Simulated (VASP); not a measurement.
Calculation: PBE GGA, VASP's PBE PAW potentials (set 64) (plane waves; VASP).

A VASP calculation is set up with these files.

### POSCAR
```
AuZn
1.0
  3.1858868945   0.0000000000   0.0000000000
  0.0000000000   3.1858868945   0.0000000000
  0.0000000000   0.0000000000   3.1858868945
Zn Au
1 1
Cartesian
  1.5929434472   1.5929434472   1.5929434472
  0.0000000000   0.0000000000   0.0000000000
```

### KPOINTS
```
Automatic mesh
0
Gamma
13 13 13
0 0 0
```

### INCAR
```
# general
SYSTEM  = AuZn
PREC    = Normal
ENCUT   = 400
LREAL   = .FALSE.   # projection in real space or not
LASPH   = .TRUE.

# electronic loop
EDIFF   = 1E-5   # SCF stop (eV)
NELM    = 100
NELMIN  = 4
ALGO    = Fast   # Davidson, then RMM-DIIS
LMAXMIX = 6

# smearing
ISMEAR  = 1
SIGMA   = 0.1   # width (eV)

# functional
GGA     = PE   # PBE

# ions
IBRION  = 2
NSW     = 20
ISIF    = 2   # forces and stress, cell fixed
EDIFFG  = -0.03   # ionic stop

# output
LWAVE   = .FALSE.
LCHARG  = .FALSE.
```

POTCAR, in this order: Zn Au (PBE.64 set). Program: vasp_std.

What VASP printed:

File OUTCAR:
```
 ion  position               nearest neighbor table
   1  0.500  0.500  0.500-   2 2.76   2 2.76   2 2.76   2 2.76   2 2.76   2 2.76   2 2.76   2 2.76
  LATTYP: Found a simple cubic cell.
 ALAT       =     3.1858868945
 Subroutine PRICEL returns:
 Original cell was already a primitive cell.
 Subroutine GETGRP returns: Found 48 space group operations
The static configuration has the point symmetry O_h .
The dynamic configuration has the point symmetry O_h .
 Subroutine INISYM returns: Found 48 space group operations
 Subroutine IBZKPT returns following result:
 Found     84 irreducible k-points:

 Following reciprocal coordinates:
            Coordinates               Weight
  0.000000  0.000000  0.000000      1.000000
  0.076923  0.000000  0.000000      6.000000
  0.153846  0.000000  0.000000      6.000000
  0.230769  0.000000  0.000000      6.000000
  0.307692  0.000000  0.000000      6.000000
  0.384615  0.000000  0.000000      6.000000
  0.461538  0.000000  0.000000      6.000000
  0.076923  0.076923  0.000000     12.000000
  0.153846  0.076923  0.000000     24.000000
  0.230769  0.076923  0.000000     24.000000
  0.307692  0.076923  0.000000     24.000000
  0.384615  0.076923  0.000000     24.000000
  0.461538  0.076923  0.000000     24.000000
  0.153846  0.153846  0.000000     12.000000
  0.230769  0.153846  0.000000     24.000000
  0.307692  0.153846  0.000000     24.000000
  0.384615  0.153846  0.000000     24.000000
  0.461538  0.153846  0.000000     24.000000
  0.230769  0.230769  0.000000     12.000000
  0.307692  0.230769  0.000000     24.000000
  0.384615  0.230769  0.000000     24.000000
  0.461538  0.230769  0.000000     24.000000
  0.307692  0.307692  0.000000     12.000000
  0.384615  0.307692  0.000000     24.000000
  0.461538  0.307692  0.000000     24.000000
...
```

**OSZICAR**
```
       N       E                     dE             d eps       ncg     rms          rms(c)
DAV:   1     0.106800644398E+03    0.10680E+03   -0.10045E+04  2615   0.163E+03
DAV:   2    -0.202074323433E+01   -0.10882E+03   -0.10545E+03  2681   0.301E+02
DAV:   3    -0.516664630887E+01   -0.31459E+01   -0.31364E+01  3045   0.612E+01
DAV:   4    -0.518535177501E+01   -0.18705E-01   -0.18686E-01  2905   0.410E+00
DAV:   5    -0.518557718840E+01   -0.22541E-03   -0.22541E-03  3087   0.457E-01    0.776E+00
RMM:   6    -0.477488878967E+01    0.41069E+00   -0.11536E+00  2520   0.108E+01    0.509E+00
RMM:   7    -0.475326749614E+01    0.21621E-01   -0.67675E-02  2520   0.236E+00    0.272E+00
RMM:   8    -0.474598185410E+01    0.72856E-02   -0.10712E-02  2520   0.104E+00    0.133E-01
RMM:   9    -0.474565579356E+01    0.32606E-03   -0.20951E-03  2526   0.457E-01    0.951E-02
RMM:  10    -0.474572154003E+01   -0.65746E-04   -0.48494E-04  2521   0.176E-01    0.892E-02
RMM:  11    -0.474568757137E+01    0.33969E-04   -0.14633E-04  2155   0.101E-01    0.200E-02
RMM:  12    -0.474568688188E+01    0.68949E-06   -0.19373E-05  1617   0.448E-02
   1 F= -.47456869E+01 E0= -.47451843E+01  d E =-.474569E+01
```

File OUTCAR:
```
------------------------ aborting loop because EDIFF is reached ----------------------------------------
  FORCE on cell =-STRESS in cart. coord.  units (eV):
  Direction    XX          YY          ZZ          XY          YZ          ZX
  --------------------------------------------------------------------------------------
  Total        0.0108588      0.0108588      0.0108588      0.0000000      0.0000000      0.0000000
  in kB        0.5380251      0.5380251      0.5380251      0.0000000      0.0000000      0.0000000
  external PRESSURE =       0.5380251 kB  Pullay stress =       0.0000000 kB
  volume of cell :       32.34
      direct lattice vectors                 reciprocal lattice vectors
     3.185886894  0.000000000  0.000000000     0.313884338  0.000000000  0.000000000
     0.000000000  3.185886894  0.000000000     0.000000000  0.313884338  0.000000000
     0.000000000  0.000000000  3.185886894     0.000000000  0.000000000  0.313884338
 POSITION                                       TOTAL-FORCE (eV/Angst)
 -----------------------------------------------------------------------------------
      1.59294      1.59294      1.59294         0.000000      0.000000      0.000000
      0.00000      0.00000      0.00000         0.000000      0.000000      0.000000
 -----------------------------------------------------------------------------------
    total drift:                                0.000000      0.000000      0.000000
  FREE ENERGIE OF THE ION-ELECTRON SYSTEM (eV)
  ---------------------------------------------------
  free  energy   TOTEN  =        -4.7456868819 eV

  energy  without entropy=       -4.7441791384  energy(sigma->0) =       -4.74518430

 reached required accuracy - stopping structural energy minimisation
```
(Selected blocks of OUTCAR.)

The compound is AuZn in the CsCl type structure. It was relaxed first. The electron count is odd and the run is not spin-polarised, which forces a metal.
